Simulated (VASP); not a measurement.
Data:

```
CELL_PARAMETERS angstrom
      0.00000     2.65797     2.65797
      2.65797     0.00000     2.65797
      2.65797     2.65797     0.00000
ATOMIC_POSITIONS crystal
  Cd 0.00000 0.00000 0.00000
  F  0.25000 0.25000 0.25000
  F  0.75000 0.75000 0.75000
```

Calculation: LDA (Ceperley-Alder, Perdew-Zunger), VASP's LDA PAW potentials (set 64) (plane waves; VASP). Numerical set-up: 650 eV cut-off, 7×7×7 Γ-centred mesh, Gaussian smearing of 0.050 eV, potentials Cd F.

Problem. Give the elastic stiffness tensor with the ions relaxed (GPa, in the frame of the cell).

Solution. 
```json
[
 {"": "xx", "xx": "204", "yy": "88.9", "zz": "88.9", "yz": "0.0", "xz": "0.0", "xy": "0.0"},
 {"": "yy", "xx": "88.9", "yy": "204", "zz": "88.9", "yz": "0.0", "xz": "0.0", "xy": "0.0"},
 {"": "zz", "xx": "88.9", "yy": "88.9", "zz": "204", "yz": "0.0", "xz": "0.0", "xy": "0.0"},
 {"": "yz", "xx": "0.0", "yy": "0.0", "zz": "0.0", "yz": "27.1", "xz": "0.0", "xy": "0.0"},
 {"": "xz", "xx": "0.0", "yy": "0.0", "zz": "0.0", "yz": "0.0", "xz": "27.1", "xy": "0.0"},
 {"": "xy", "xx": "0.0", "yy": "0.0", "zz": "0.0", "yz": "0.0", "xz": "0.0", "xy": "27.1"}
]
```

Problem. Predict the Hill bulk modulus, Hill shear modulus, Young's modulus, Poisson's ratio.

Solution. 
| Property | Result |
|---|---|
| Hill bulk modulus | 127 GPa |
| Hill shear modulus | 36.8 GPa |
| Young's modulus | 101 GPa |
| Poisson's ratio | 0.368 |

The structure comes from a computed database's CdF2 entry (Fm-3m); how it stands against other phases isn't given here. It was relaxed first.
